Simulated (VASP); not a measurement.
Method: LDA (Ceperley-Alder, Perdew-Zunger), VASP's LDA PAW potentials (set 64) (plane waves; VASP).

VASP ran on this input.

### KPOINTS
```
k-points along high-symmetry lines
8
Line-mode
Reciprocal
  0.000000   0.000000   0.000000 ! GAMMA
  0.500000   0.500000   0.000000 ! Y

  0.500000   0.500000   0.000000 ! Y
  0.500000   0.500000   0.000000 ! C_0

  0.500000  -0.500000   0.000000 ! SIGMA_0
  0.000000   0.000000   0.000000 ! GAMMA

  0.000000   0.000000   0.000000 ! GAMMA
  0.000000   0.000000   0.500000 ! Z

  0.000000   0.000000   0.500000 ! Z
  0.500000  -0.500000   0.500000 ! A_0

  0.500000   0.500000   0.500000 ! E_0
  0.500000   0.500000   0.500000 ! T

  0.500000   0.500000   0.500000 ! T
  0.500000   0.500000   0.000000 ! Y

  0.000000   0.000000   0.000000 ! GAMMA
  0.500000  -0.000000   0.000000 ! S

  0.500000  -0.000000   0.000000 ! S
  0.500000  -0.000000   0.500000 ! R

  0.500000  -0.000000   0.500000 ! R
  0.000000   0.000000   0.500000 ! Z

  0.000000   0.000000   0.500000 ! Z
  0.500000   0.500000   0.500000 ! T
```

INCAR:
```
SYSTEM  =  MnF2
PREC  =  Accurate; ENCUT  =  520; LREAL  =  .False.
LASPH  =  .True.; ICHARG  =  11
EDIFF  =  1E-7; NELM  =  100; ALGO  =  Normal
LMAXMIX  =  4
ISMEAR  =  0; SIGMA  =  0.05
MAGMOM  =  4.4 -4.4 -0.0 0.0 0.0 -0.0
ISPIN  =  2
LWAVE  =  .False.; LCHARG  =  .False.; LORBIT  =  11
```

### POSCAR
```
MnF2
1
    4.7580715398     0.0000000000     0.0000000000
    0.0000000000     4.7580715398     0.0000000000
    0.0000000000     0.0000000000     3.2251873675
Mn F
2 4
Direct
  0.0000000000   0.0000000000   1.0000000000
  0.5000000000   0.5000000000   0.5000000000
  0.3022480159   0.3022480159   0.0000000000
  0.8022480159   0.1977519841   0.5000000000
  0.1977519841   0.8022480159   0.5000000000
  0.6977519841   0.6977519841   1.0000000000
```

POTCAR, in this order: Mn_pv F (LDA.64 set). Program: vasp_std. Read from the step before: CHGCAR.

Output of the run:

**OSZICAR**
```
       N       E                     dE             d eps       ncg     rms          rms(c)
DAV:   1     0.673108722384E+03    0.67311E+03   -0.31760E+04 11568   0.195E+03
DAV:   2     0.210104422782E+02   -0.65210E+03   -0.62681E+03 12776   0.551E+02
DAV:   3    -0.401825311645E+02   -0.61193E+02   -0.60422E+02 12432   0.176E+02
DAV:   4    -0.417916788990E+02   -0.16091E+01   -0.15886E+01 12416   0.286E+01
DAV:   5    -0.418221566453E+02   -0.30478E-01   -0.30472E-01 12184   0.409E+00
DAV:   6    -0.418230367793E+02   -0.88013E-03   -0.88013E-03 12624   0.676E-01
DAV:   7    -0.418230690114E+02   -0.32232E-04   -0.32232E-04 12560   0.127E-01
DAV:   8    -0.418230705018E+02   -0.14905E-05   -0.14905E-05 12272   0.257E-02
DAV:   9    -0.418230705781E+02   -0.76294E-07   -0.76291E-07 10024   0.565E-03
   1 F= -.41823071E+02 E0= -.41823071E+02  d E =-.114349E-10  mag=     0.0000
```

**OUTCAR**
```



 magnetization (x)

# of ion       s       p       d       tot
------------------------------------------
    1        0.013   0.011   4.411   4.435
    2       -0.013  -0.011  -4.411  -4.435
    3       -0.002  -0.032   0.000  -0.034
    4        0.002   0.032   0.000   0.034
    5        0.002   0.032   0.000   0.034
    6       -0.002  -0.032   0.000  -0.034
--------------------------------------------------
tot         -0.000   0.000   0.000  -0.000
```
(Selected blocks of OUTCAR.)

File OUTCAR:
```
 val. band max:        3.5060349243   @ k =   0.3571  -0.3571   0.5000

 cond. band min:       5.1244857449   @ k =   0.0000   0.0000   0.0000



 spin component 1

 k-point     1 :       0.0000    0.0000    0.0000
  band No.  band energies     occupation
      1     -45.6785      1.00000
      2     -45.6132      1.00000
      3     -45.6008      1.00000
      4     -41.2455      1.00000
      5     -41.1932      1.00000
      6     -41.1827      1.00000
      7     -21.0134      1.00000
      8     -20.3556      1.00000
      9     -20.3311      1.00000
     10     -20.2633      1.00000
     11      -4.9846      1.00000
     12      -3.9146      1.00000
     13      -3.5398      1.00000
     14      -3.2276      1.00000
     15      -2.8318      1.00000
     16      -2.7783      1.00000
     17      -2.7769      1.00000
     18      -2.7488      1.00000
     19      -1.7283      1.00000
     20      -1.3566      1.00000
     21      -1.3364      1.00000
     22      -1.0080      1.00000
     23       1.6264      1.00000
     24       1.9401      1.00000
     25       2.1213      1.00000
     26       3.0690      1.00000
     27       3.3441      1.00000
     28       5.1245      0.00000
     29       5.4061      0.00000
     30       5.8837      0.00000
     31       5.8990      0.00000
     32       7.0318      0.00000

 k-point     2 :       0.0714    0.0714    0.0000
  band No.  band energies     occupation
      1     -45.6785      1.00000
      2     -45.6132      1.00000
      3     -45.6008      1.00000
      4     -41.2455      1.00000
      5     -41.1932      1.00000
      6     -41.1827      1.00000
      7     -20.9989      1.00000
      8     -20.3685      1.00000
      9     -20.3331      1.00000
     10     -20.2646      1.00000
     11      -4.9418      1.00000
     12      -3.8994      1.00000
     13      -3.5135      1.00000
     14      -3.2298      1.00000
     15      -2.8823      1.00000
...
```

The density is held fixed in this step, so its total energy and stress have no physical meaning.

The compound is MnF2 in the rutile structure. It was relaxed first, which changed the volume by -7 %.
